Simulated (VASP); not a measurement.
Computed with modified Becke-Johnson potential (mBJ), VASP's PBE PAW potentials (set 64) (plane waves; VASP).

A VASP calculation is set up with these files.

### KPOINTS
```
Automatic mesh
0
Gamma
8 8 1
0 0 0
```

**KPOINTS_OPT**
```
k-points along high-symmetry lines
7
Line-mode
Reciprocal
  0.000000   0.000000   0.000000 ! GAMMA
  0.500000   0.000000   0.000000 ! M

  0.500000   0.000000   0.000000 ! M
  0.333333   0.333333   0.000000 ! K

  0.333333   0.333333   0.000000 ! K
  0.000000   0.000000   0.000000 ! GAMMA

  0.000000   0.000000   0.000000 ! GAMMA
  0.000000   0.000000   0.500000 ! A

  0.000000   0.000000   0.500000 ! A
  0.500000   0.000000   0.500000 ! L

  0.500000   0.000000   0.500000 ! L
  0.333333   0.333333   0.500000 ! H

  0.333333   0.333333   0.500000 ! H
  0.000000   0.000000   0.500000 ! A

  0.500000   0.000000   0.500000 ! L
  0.500000   0.000000   0.000000 ! M

  0.333333   0.333333   0.500000 ! H
  0.333333   0.333333   0.000000 ! K
```

**POSCAR**
```
C
1
    2.4684735706     0.0000000000     0.0000000000
   -1.2342367853     2.1377612494     0.0000000000
    0.0000000000     0.0000000000    27.1978481215
C
4
Direct
  0.0000000000   0.0000000000   0.5736147465
  0.0000000000   0.0000000000   0.4263852535
  0.3333330000   0.6666670000   0.4263904960
  0.6666670000   0.3333330000   0.5736095040
```

### INCAR
```
ALGO  =  Normal
AMIX  =  0.1
EDIFF  =  1E-6
ENCUT  =  500
IMIX  =  1
ISIF  =  0
ISMEAR  =  0
LASPH  =  .TRUE.
LCHARG  =  .FALSE.
LMIXTAU  =  .TRUE.
LREAL  =  .FALSE.
LWAVE  =  .FALSE.
METAGGA  =  MBJ
NELM  =  300
PREC  =  Accurate
SIGMA  =  0.05
SYSTEM  =  C
```

POTCAR, in this order: C (PBE.64 set). Program: vasp_std. Read from the step before: WAVECAR.

Q: What will the output report for the number of irreducible k-points (NKPTS), largest plane-wave count, number of space-group operations, FFT grid (NGX, NGY, NGZ)?

A: 
The number of irreducible k-points (NKPTS) is 10. The largest plane-wave count comes out as 3703 and the number of space-group operations comes out as 12. The FFT grid (NGX, NGY, NGZ) comes out as 18 × 18 × 200.

The cell is a sheet with vacuum, built from a database entry that may be metastable or hypothetical. The cell's shape comes from a PBE relaxation.
